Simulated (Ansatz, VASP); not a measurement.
**Al13Zn3: VASP beside Ansatz**

Aim: how closely do two programs agree when they are given the same cell, functional and k mesh? The cell is taken from a series of runs on this material, whose earlier steps may have relaxed, scaled, displaced or heated it; both programs get it as it stands.

Main program and level: Ansatz 0.2.0; plane waves, with VASP 6.6.1 beside it; single point at r2SCAN.

### 1. Starting point

It takes space group R32 (No. 155, trigonal). Conventional cell: a = 11.369 Å, b = 11.369 Å, c = 6.962 Å, α = 90.00°, β = 90.00°, γ = 120.00°. Zn has 10 Al at 2.84 Å and 2 Zn at 2.84 Å nearest. Al has 10 Al at 2.84 Å and 2 Zn at 2.84 Å nearest. Nearest to Al lie 10 Al at 2.84 Å and 2 Zn at 2.84 Å. Nearest to Al lie 9 Al at 2.84 Å and 3 Zn at 2.84 Å. Nearest to Al lie 9 Al at 2.84 Å and 3 Zn at 2.84 Å. It derives from Al. As first built, before any earlier steps moved the atoms (in the runner's words): kind random alloy; site Al; solute Zn; x 0.1875; order random; lattice volume linear between typed atomic volumes. Farther neighbours are not listed.

Structure file:

```xyz
16
Lattice="-4.0194 4.0194 4.0194 4.0194 -4.0194 4.0194 4.0194 4.0194 -4.0194" Properties=species:S:1:pos:R:3 pbc="T T T"
Zn    4.0194    2.0097   -2.0097
Zn    2.0097    4.0194   -2.0097
Zn    0.0000    4.0194    0.0000
Al    4.0194    0.0000    0.0000
Al    4.0194   -2.0097    2.0097
Al    0.0000    0.0000    0.0000
Al    2.0097    2.0097    0.0000
Al    2.0097    0.0000    2.0097
Al    4.0194    2.0097    2.0097
Al    2.0097   -2.0097    4.0194
Al    0.0000    2.0097    2.0097
Al    2.0097    4.0194    2.0097
Al    0.0000    0.0000    4.0194
Al    2.0097    2.0097    4.0194
Al   -2.0097    4.0194    2.0097
Al   -2.0097    2.0097    4.0194
```

### 2. Ansatz: single point, r2SCAN

Ansatz runs on its default PAW (the set named soft_2) files.

A single point gives forces, pressure and levels at one fixed geometry, so differences don't come from the geometry; what else differs is listed under the comparison.

Input file input.yaml:

```yaml
crystal:
  lattice:
    - [-4.0194245247, 4.0194245247, 4.0194245247]
    - [4.0194245247, -4.0194245247, 4.0194245247]
    - [4.0194245247, 4.0194245247, -4.0194245247]
  atoms:
    - { symbol: Zn_h, position: [0.0, 0.25, 0.75] }
    - { symbol: Al, position: [0.0, 0.5, 0.5] }
    - { symbol: Al_h, position: [0.0, 0.75, 0.25] }
    - { symbol: Zn_h, position: [0.25, 0.0, 0.75] }
    - { symbol: Al, position: [0.0, 0.0, 0.0] }
    - { symbol: Al, position: [0.25, 0.25, 0.5] }
    - { symbol: Al, position: [0.25, 0.5, 0.25] }
    - { symbol: Al, position: [0.5, 0.75, 0.75] }
    - { symbol: Al, position: [0.25, 0.75, 0.0] }
    - { symbol: Zn_h, position: [0.5, 0.0, 0.5] }
    - { symbol: Al, position: [0.5, 0.25, 0.25] }
    - { symbol: Al, position: [0.75, 0.5, 0.75] }
    - { symbol: Al_h, position: [0.5, 0.5, 0.0] }
    - { symbol: Al_h, position: [0.75, 0.75, 0.5] }
    - { symbol: Al, position: [0.75, 0.0, 0.25] }
    - { symbol: Al, position: [0.75, 0.25, 0.0] }
kpoints:
  mp_grid: { grid: [6, 6, 6] }
scf:
  occupations: { method: fermi_dirac, width: 0.08 }
  n_extra_bands: 16
hamiltonian:
  xc: r2scan
  pseudopotentials: { kind: paw }
output:
  forces: true
  core_levels:
    shells: { Al_h: "2p", Zn_h: "2p" }
    counted_from: fermi_level
    add_spin: false
```

Launch:

```bash
ansatz run input.yaml --threads 4 --pin off --max-ram 14336MiB --backend cpu --events-out ev --progress --plain --runs-dir out
```

Numbers of over 12 decimals in the logs are rounded to 6 here.

Output:

```text
scf.n_extra_bands = 16 over 38 filled bands (N_el = 75.0): the run solves 54 bands
Engine: ansatz 0.2.0, aarch64-unknown-linux-gnu
Pseudopotentials: kind: paw
Pseudopotential: Zn, paw, valence charge 12, recommended cutoff 500 eV (meta_gga), Zn.paw.azcp
Pseudopotential: Al, paw, valence charge 3, recommended cutoff 500 eV (meta_gga), Al.paw.azcp
Functional definition: r2SCAN
  parameter k0 = 0.174
  parameter k1 = 0.065
  parameter a1 = 4.9479
  exchange = r2scan_x(k0 = k0, k1 = k1, a1 = a1)
  correlation = r2scan_c
Crystal: 16 atoms, lattice volume = 259.748 Å³
Basis set: ecut = 500 eV, 6603 PW (Γ), exchange–correlation on 216×216×216 points (64 copies of the dense FFT grid, shifted against one another)
Bands: 54, of which v1, the nominal top of the filled ones, is band 38 counted from 1 (37 counted from 0)
Symmetry: 1 space group operations
Space group: P1 (ITA 1), of the structure as read, at distance tolerance 6.4e-5 Å
k-points: 112 of 216 (time reversal used)
Non-local potential: Zn, projectors of the file, l = 0: 2, l = 1: 2, l = 2: 3, l = 3: 1
Non-local potential: Al, projectors of the file, l = 0: 2, l = 1: 2, l = 2: 1
PAW form: soft (Blöchl's): semilocal exchange-correlation on the pseudo side does not see the compensation charge
PAW frozen core: Zn, regenerated for the run's functional (the file was generated under x = pbe(κ = 0.804, μ = 0.219515), c = pbe(β = 0.066725))
PAW frozen core: Al, regenerated for the run's functional (the file was generated under x = pbe(κ = 0.804, μ = 0.219515), c = pbe(β = 0.066725))
PAW one-centre angular grid: Zn, 590 points (default); XC on 261 of its mesh's 2673 points in the sphere
PAW one-centre angular grid: Al, 302 points (default); XC on 160 Gauss nodes
Initial density: superposition of atomic densities (neutral atoms: chi_scale 0, normalization atom), corrected by the library's trained network
Initial wavefunctions: pseudopotential atomic-orbital guess
Functional: x = r2scan, c = r2scan; τ floored in thin density (d = 2e-4 eV/Å³)
SCF iter   1: F=—  HF=-17001.873618 eV  |F-HF|=—  |Δ(HF+E_count)|=         —  Δρ=1.19e-2  dr2=2.63e-1  dr2_τ=5.66e-2  ethr=1.77e-3  ⟨swp⟩=7.0  Hψ=29184  notcnv=0  defer=127
preconditioner: auto → Kerker (q_TF=auto, 2.218 Å⁻¹)  [metal: Δε(μ)=0.017 eV  Ē_g=8.790 eV  σ=0.080 eV  W_gap=0.05  n_scr=54 (ndim 8)  ℏωp=20.0 eV  f_vac=0.000  D(μ)=4.94/eV (n_scr^D=18)]
SCF iter   2: F=—  HF=-17001.939069 eV  |F-HF|=—  |Δ(HF+E_count)|=   6.55e-2  Δρ=2.95e-3  dr2=2.78e-2  dr2_τ=7.68e-4  ethr=3.51e-4  ⟨swp⟩=2.0  Hψ=12488  notcnv=0  defer=334
SCF iter   3: F=—  HF=-17001.925488 eV  |F-HF|=—  |Δ(HF+E_count)|=   1.36e-2  Δρ=2.87e-3  dr2=2.48e-2  dr2_τ=6.65e-5  ethr=3.71e-5  ⟨swp⟩=2.0  Hψ=11016  notcnv=0  defer=334
SCF iter   4: F=—  HF=-17001.920557 eV  |F-HF|=—  |Δ(HF+E_count)|=   4.93e-3  Δρ=1.01e-3  dr2=3.67e-3  dr2_τ=1.59e-5  ethr=3.31e-5  ⟨swp⟩=1.2  Hψ=6431  notcnv=0  defer=334
SCF iter   5: F=—  HF=-17001.919883 eV  |F-HF|=—  |Δ(HF+E_count)|=   6.74e-4  Δρ=3.36e-4  dr2=3.46e-4  dr2_τ=1.22e-6  ethr=4.90e-6  ⟨swp⟩=2.1  Hψ=9035  notcnv=0  defer=334
SCF iter   6: F=—  HF=-17001.919819 eV  |F-HF|=—  |Δ(HF+E_count)|=   6.37e-5  Δρ=5.77e-5  dr2=7.92e-6  dr2_τ=2.51e-8  ethr=4.62e-7  ⟨swp⟩=2.4  Hψ=9679  notcnv=0  defer=334
SCF iter   7: F=—  HF=-17001.919812 eV  |F-HF|=—  |Δ(HF+E_count)|=   7.73e-6  Δρ=1.21e-5  dr2=2.68e-7  dr2_τ=1.58e-9  ethr=1.06e-8  ⟨swp⟩=2.0  Hψ=10069  notcnv=0  defer=334
SCF iter   8: F=—  HF=-17001.919812 eV  |F-HF|=—  |Δ(HF+E_count)|=   1.50e-7  Δρ=9.56e-6  dr2=1.49e-7  dr2_τ=9.20e-10  ethr=1.33e-10  ⟨swp⟩=11.9  Hψ=28418  notcnv=0
SCF iter   9: F=-17001.919812 eV  HF=-17001.919812 eV  |F-HF|=2.30e-8  |Δ(HF+E_count)|=   1.77e-8  Δρ=3.39e-6  dr2=1.95e-8  dr2_τ=4.08e-11  ethr=1.33e-10  ⟨swp⟩=4.0  Hψ=18990  notcnv=0
SCF 1 converged in 9 iterations: F = -17001.919812 eV  dr2 = 1.95e-8
  greatest PAW one-centre occupation: 0.979 electrons in one spin orbital (limit 2), on the Zn atom at site 3 (counted from 0), in its partial waves of l = 2
── core hole 1/6: 2p of Zn_h 0 ──
── 2p of Zn_h 0: 1032.115 eV over the cell without the hole, in 10 iterations ──
── core hole 2/6: 2p of Al_h 2 ──
── 2p of Al_h 2: 74.526 eV over the cell without the hole, in 10 iterations ──
── core hole 3/6: 2p of Zn_h 3 ──
── 2p of Zn_h 3: 1032.115 eV over the cell without the hole, in 10 iterations ──
── core hole 4/6: 2p of Zn_h 9 ──
── 2p of Zn_h 9: 1032.115 eV over the cell without the hole, in 10 iterations ──
── core hole 5/6: 2p of Al_h 12 ──
── 2p of Al_h 12: 74.526 eV over the cell without the hole, in 10 iterations ──
── core hole 6/6: 2p of Al_h 13 ──
── 2p of Al_h 13: 74.568 eV over the cell without the hole, in 10 iterations ──
SCF converged after 9 iterations
Free energy (F): -17001.919812 eV
Harris-Foulkes:  -17001.919812 eV  (|F-HF|=2.30e-8)
Internal energy: -17001.810331 eV  (E = F + TS)
E sigma→0 (E₀):  -17001.865072 eV
Entropy (-TS):   -0.109480 eV (-6.843 meV/atom)
Fermi energy:    8.499588 eV
--- Per-component energies (eV) ---
  E_band       = 195.035152
  E_kinetic    = 689.268400
  E_local      = -6707.751996  (includes V_loc(G=0)·N_el)
  E_nonlocal   = 1964.680397
  E_hartree    = 3022.388550
  E_xc         = -850.063771
  E_vxc        = -568.628698  (∫ρ·V_xc dr)
  E_paw        = -11687.113254  (= ΣΔE_a)
  E_vpaw       = -1253.132933  (= ΣTr[D̂ρ^β])
  E_aug_tail   = -0.000162  (compensation charges beyond the density's cutoff)
  E_vtau       = 25.819295  (kinetic-family band-sum trace: ∫τ·v_τ [+ j·A + Jᵃ·Aᵃ] dr)
  E_ewald      = -3431.889237
  E_core_change = -1.329261  (= ΣΔE_core)
  E_smearing   = -0.109480  (= −TS)
  E_closure    = 0.000000  (closes the sum)
  Σ components = -17001.919812   (vs F -17001.919812, Δ=0.00e0)
--- Forces (eV/Å), atoms counted from 1 ---
  atom   1  Zn_h    -0.02523011    -0.00000236    -0.02523262
  atom   2  Al       0.02518607     0.02518609    -0.00000006
  atom   3  Al_h     0.03478816     0.05475004     0.02563560
  atom   4  Zn_h    -0.00000226    -0.02523032     0.02523272
  atom   5  Al      -0.02563503    -0.03478849     0.05474873
  atom   6  Al      -0.00000069     0.07264454    -0.07264333
  atom   7  Al       0.00000110    -0.02518646     0.02518715
  atom   8  Al       0.02563490    -0.05474972     0.03478923
  atom   9  Al       0.00000090     0.00000094    -0.00000004
  atom  10  Zn_h     0.02522800     0.02522812     0.00000012
  atom  11  Al      -0.02518640     0.00000116    -0.02518715
  atom  12  Al      -0.05474978     0.02563492    -0.03478920
  atom  13  Al_h    -0.03478844    -0.02563505    -0.05474874
  atom  14  Al_h     0.07264459    -0.00000071     0.07264332
  atom  15  Al       0.05475010     0.03478820    -0.02563561
  atom  16  Al      -0.07264434    -0.07264427     0.00000004
  max |Σ_I F_I| component: 3.38e-6 eV/Å
--- Band table (eV; the first three rows and the last of 112) ---
  k-point 0: bands = [... 34 lower, 9.8040, 10.0544, 10.0544, 10.1093, 10.2774, 10.2942, 10.2942, 10.4809, ... 12 higher]
  k-point 1: bands = [... 34 lower, 8.4965, 8.7568, 8.8576, 8.8902, 9.2138, 10.0841, 10.2109, 10.3122, ... 12 higher]
  k-point 2: bands = [... 34 lower, 7.1056, 7.8951, 7.9261, 9.5366, 9.8693, 9.9013, 10.0540, 10.0762, ... 12 higher]
  k-point 111: bands = [... 34 lower, 7.8429, 8.2235, 8.2235, 8.3163, 8.3163, 8.4061, 8.5208, 8.7162, ... 12 higher]
--- Core levels from the Fermi level (as output.core_levels.counted_from types it; a hole's nearest image at 7.0 Å) ---
  the holes have no spin, as output.core_levels.add_spin types it
  atom         alike  shell      binding/eV   shift/eV difference/eV images/eV   SCF
  Zn_h 0           1     2p        1032.115     +0.000      1032.115         –    10
  Al_h 2           1     2p          74.526     +0.000        74.526         –    10
  Zn_h 3           1     2p        1032.115     +0.000      1032.115         –    10
  Zn_h 9           1     2p        1032.115     +0.000      1032.115         –    10
  Al_h 12          1     2p          74.526     +0.000        74.526         –    10
  Al_h 13          1     2p          74.568     +0.042        74.568         –    10
  the dataset of Zn_h with a 2p hole: scattering error 0.008 eV; free atom: scalar-relativistic, large and small components
  the two lines of Zn_h's 2p: 2p1/2 +15.578 eV and 2p3/2 -7.789 eV off its levels, 1 : 2 in strength
  the dataset of Al_h with a 2p hole: scattering error 0.001 eV (0.004 eV in the local channel); free atom: scalar-relativistic, large and small components
  the two lines of Al_h's 2p: 2p1/2 +0.276 eV and 2p3/2 -0.138 eV off its levels, 1 : 2 in strength
```

The column dr2 measures how far the density is from self-consistency, as an energy; F and HF (Harris–Foulkes) agree once it is small.

[end of part 1 of 2]

[Lines on the potential files, build, host, timing and source positions are cut from VASP's logs without a mark.]

[Logs are printed without paths, hosts, clocks, repeated set-up lines and the standing remarks that a program may print on its own settings, such as how far it seeks lower states.]

[Hosts, paths, dates, database ids (printed as entryN), source tags and the programs' standing remarks are cut or masked in the printed files.]
